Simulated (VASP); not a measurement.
An input for Quantum ESPRESSO's pw.x (written as the equivalent of a VASP run, and not itself run):

```
&CONTROL
  calculation = 'scf'
  pseudo_dir = './pseudo'
  outdir = './out'
  tprnfor = .true.
  tstress = .true.
/
&SYSTEM
  ibrav = 0
  nat = 3
  ntyp = 2
  ecutwfc = 74
  occupations = 'smearing'
  smearing = 'methfessel-paxton'
  degauss = 0.00735
  input_dft = 'pbe'
/
&ELECTRONS
  conv_thr = 7.3e-08
  electron_maxstep = 100
/
ATOMIC_SPECIES
  Si 28.085 Si.upf
  W 183.840 W.upf
CELL_PARAMETERS angstrom
    -1.6050000    1.6050000    3.9150000
     1.6050000   -1.6050000    3.9150000
     1.6050000    1.6050000   -3.9150000
ATOMIC_POSITIONS crystal
  Si   0.6650000  0.6650000  0.0000000
  Si   0.3350000  0.3350000  0.0000000
  W    0.0000000  0.0000000  0.0000000
K_POINTS automatic
  12 12 12 0 0 0
HUBBARD {ortho-atomic}
U W-5d 5
```

Question: Write the VASP files for the same calculation (PBE+U).

Answer: This is not unique; one that fits is 
KPOINTS:
```
kpoints
0
gamma
  12 12 12
```

### INCAR
```
! general
SYSTEM    = WSi2
PREC      = Accurate
ENCUT     = 400
LREAL     = .FALSE.
LASPH     = .TRUE.

! electronic loop
EDIFF     = 1E-6
NELM      = 100
ALGO      = Normal
LMAXMIX   = 2

! smearing
ISMEAR    = 1
SIGMA     = 0.1

! functional
GGA       = PE

! DFT+U
LDAU      = .TRUE.
LDAUTYPE  = 2
LDAUL     = -1 2
LDAUU     = 0 5.0
LDAUJ     = 0 0
LDAUPRINT = 1

! ions
ISIF      = 2

! output
LWAVE     = .FALSE.
LCHARG    = .FALSE.
LORBIT    = 10
```

**POSCAR**
```
WSi2
1
   -1.6050000000     1.6050000000     3.9150000000
    1.6050000000    -1.6050000000     3.9150000000
    1.6050000000     1.6050000000    -3.9150000000
Si W
2 1
Direct
  0.6650000000   0.6650000000   0.0000000000
  0.3350000000   0.3350000000   0.0000000000
  0.0000000000   0.0000000000   0.0000000000
```

POTCAR, in this order: Si W_sv (PBE.64 set). Program: vasp_std.

Limits of the translation: the potentials are each code's own (VASP's PAW set, PseudoDojo norm-conserving files in pw.x), so ENCUT and ecutwfc are chosen apart and not converted; conv_thr bounds pw.x's estimated SCF error, while EDIFF bounds the energy change between steps; the +U projectors differ (PAW spheres against orthogonalised atomic orbitals), so the same U acts differently.

The compound is WSi2 in the MoSi2 type structure. The cell was not relaxed at this level. The run is one of a series of settings (LDAU = .TRUE., LDAUJ = 0 0, LDAUL = -1 2, LDAUTYPE = 2, LDAUU = 0 5.0, LMAXMIX = 2 against the base run), some of them coarse on purpose.
